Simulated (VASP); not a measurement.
An input for Ansatz (written as the equivalent of a VASP run, and not itself run):

Ansatz 0.2 input:
```yaml
crystal:
  lattice:
    - [0.0000000, 2.5802704, 2.5802704]
    - [2.5802704, 0.0000000, 2.5802704]
    - [2.5802704, 2.5802704, 0.0000000]
  atoms:
    - { symbol: Cu, position: [0.0000000, 0.0000000, 0.0000000] }
    - { symbol: Cl, position: [0.2500000, 0.2500000, 0.2500000] }
kpoints:
  mp_grid: { grid: [9, 9, 9] }
hamiltonian:
  xc: lda
  pseudopotentials: { kind: paw }
scf:
  occupations: { method: gaussian, width: 0.05 }
  max_iter: 100
output: { forces: true, stress: true, eigenvalues: true }
```

Translate this input to VASP (INCAR, KPOINTS, POSCAR, choice of POTCAR).

This is not unique; one that fits is 
**INCAR**
```
ENCUT = 520
LREAL = .False.   # projection in real space or not
LMAXMIX = 4
LASPH = .True.   # aspherical one-centre terms
PREC = Accurate
ISMEAR = 0   # Gaussian
LWAVE = .False.
ALGO = Normal
SYSTEM = CuCl
SIGMA = 0.05
LCHARG = .False.
NELM = 100   # most electronic steps
ISIF = 2   # forces and stress, cell fixed
EDIFF = 1E-7   # SCF stop (eV)
```

### POSCAR
```
CuCl
1.0
  0.0000000000   2.5802704040   2.5802704040
  2.5802704040   0.0000000000   2.5802704040
  2.5802704040   2.5802704040   0.0000000000
Cu Cl
1 1
direct
  0.0000000000   0.0000000000   0.0000000000
  0.2500000000   0.2500000000   0.2500000000
```

**KPOINTS**
```
Automatic mesh
0
Gamma
9 9 9
0 0 0
```

POTCAR, in this order: Cu Cl (LDA.64 set). Program: vasp_std.

What does not carry over: each code has its own PAW files, so the cut-off isn't converted (ENCUT is set for VASP's; basis.ecutwfc is left out, and Ansatz then takes the one that its files recommend); Ansatz stops its SCF on the density residual and VASP on the energy change (EDIFF); Ansatz's lda is the Perdew-Wang form, while the LDA potentials of VASP carry Perdew-Zunger's.

The compound is CuCl in the zinc blende structure. This cell is one point of a volume scan, at 0.97 of the reference volume.
